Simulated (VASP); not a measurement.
VASP input:

### POSCAR
```
HfC
4.6191410
  0.0000000000   0.4999999660   0.4999999660
  0.4999999660   0.0000000000   0.4999999660
  0.4999999660   0.4999999660   0.0000000000
Hf C
1 1
Cart
  0.0000000000   0.0000000000   0.0000000000
  0.4999999660   0.4999999660   0.4999999660
```

File KPOINTS:
```
Automatic mesh
0
Gamma
13 13 13
0 0 0
```

### INCAR
```
SYSTEM  =  HfC
PREC  =  Accurate; ENCUT  =  520; LREAL  =  .FALSE.
LASPH  =  .TRUE.
EDIFF  =  1E-7; NELM  =  100; ALGO  =  Normal
LMAXMIX  =  6
ISMEAR  =  1; SIGMA  =  0.1
GGA  =  RE
ISIF  =  2
LWAVE  =  .FALSE.; LCHARG  =  .FALSE.
```

POTCAR, in this order: Hf_pv C (PBE.64 set). Program: vasp_std.

**Question.** Translate this revPBE calculation to Quantum ESPRESSO's pw.x.

**Answer.** One equivalent input (not run):
```
&CONTROL
  calculation = 'scf'
  pseudo_dir = './pseudo'
  outdir = './out'
  tprnfor = .true.
  tstress = .true.
/
&SYSTEM
  ibrav = 0
  nat = 2
  ntyp = 2
  ecutwfc = 82
  occupations = 'smearing'
  smearing = 'methfessel-paxton'
  degauss = 0.00735
  input_dft = 'revpbe'
/
&ELECTRONS
  conv_thr = 7.3e-09
  electron_maxstep = 100
/
ATOMIC_SPECIES
  Hf 178.490 Hf.upf
  C 12.011 C.upf
CELL_PARAMETERS angstrom
     0.0000000    2.3095703    2.3095703
     2.3095703    0.0000000    2.3095703
     2.3095703    2.3095703    0.0000000
ATOMIC_POSITIONS crystal
  Hf   0.0000000  0.0000000  0.0000000
  C    0.5000000  0.5000000  0.5000000
K_POINTS automatic
  13 13 13 0 0 0
```
The two are equivalent in intent, not identical: the potentials are each code's own (VASP's PAW set, PseudoDojo norm-conserving files in pw.x), so ENCUT and ecutwfc are chosen apart and not converted; conv_thr bounds pw.x's estimated SCF error, while EDIFF bounds the energy change between steps.

The compound is HfC in the rock salt structure. This cell is one point of a volume scan, at 0.97 of the reference volume.
